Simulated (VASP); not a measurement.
```yaml
crystal:
  lattice:
    - [1.98942, -3.44579, 0.00000]
    - [1.98942, 3.44579, 0.00000]
    - [0.00000, 0.00000, 5.19185]
  atoms:
    - { symbol: Ni, position: [0.00000, 0.00000, 0.50000] }
    - { symbol: Ni, position: [0.00000, 0.00000, 0.00000] }
    - { symbol: Sb, position: [0.33333, 0.66667, 0.25000] }
    - { symbol: Sb, position: [0.66667, 0.33333, 0.75000] }
```

Computed with optB88-vdW, VASP's PBE PAW potentials (set 64) (plane waves; VASP). Settings: 520 eV cut-off, 10×10×7 Γ-centred mesh, tetrahedra with Blöchl corrections, potentials Ni Sb.

The cores are frozen, which limits the accuracy of field gradients.

### Question
Give the principal components of the electric field gradient (V/Å²) and the asymmetry η at each nucleus.

### Answer

| atom | Vxx | Vyy | Vzz | η |
|---|---|---|---|---|
| Ni1 | 10.1 | 10.1 | -20.2 | 0.00 |
| Ni2 | 10.1 | 10.1 | -20.2 | 0.00 |
| Sb3 | -37.5 | -37.5 | 75.0 | 0.00 |
| Sb4 | -37.5 | -37.5 | 75.0 | 0.00 |

The compound is NiSb in the NiAs type structure. It was relaxed first. The run is not spin-polarised, so no magnetic state was tried.
